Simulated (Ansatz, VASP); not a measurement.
## One calculation of Ge4MoW, two programs

```
Ge Mo W
1.0
     3.44419    0.00000    0.00000
     0.00000    3.44419    0.00000
     0.00000    0.00000    8.57248
Ge Mo W
4 1 1
Direct
  0.00000 0.00000 0.66015
  0.50000 0.50000 0.15936
  0.00000 0.00000 0.33985
  0.50000 0.50000 0.84064
  0.00000 0.00000 0.00000
  0.50000 0.50000 0.50000
```

Alike in both runs: functional PBE; k mesh 12 × 12 × 6; occupations gaussian, width 0.1 eV; no spin polarisation.

Ansatz relaxed the structure, and its values are those at the end. VASP's run is a single point on that final structure, the one shown.

|  | VASP | Ansatz |
| --- | --- | --- |
| version | VASP 6.6.1 | Ansatz 0.2.0 |
| potentials or method | VASP PAW PBE potentials, release 64 (Ge_d, Mo_sv, W_sv) | scalar-relativistic, plane waves, PAW |
| plane-wave cutoff (eV) | 520 | 420 |
| valence electrons in the cell | 84 | 84 |

Ansatz gave:

| Item | Value |
| --- | --- |
| gap on the k mesh at the Fermi level (eV) | none |
| pressure (GPa) | -12.6 |

Q: What did VASP give for the same quantities?

A: gap on the k mesh at the Fermi level (eV): none; pressure (GPa): -12.4.

A gap of «none» marks a metal or a gap that the smearing closes. With one functional, cell and mesh, what is left measures potentials, basis and numerics.

Spin-orbit coupling is left out, which matters for the levels of W.
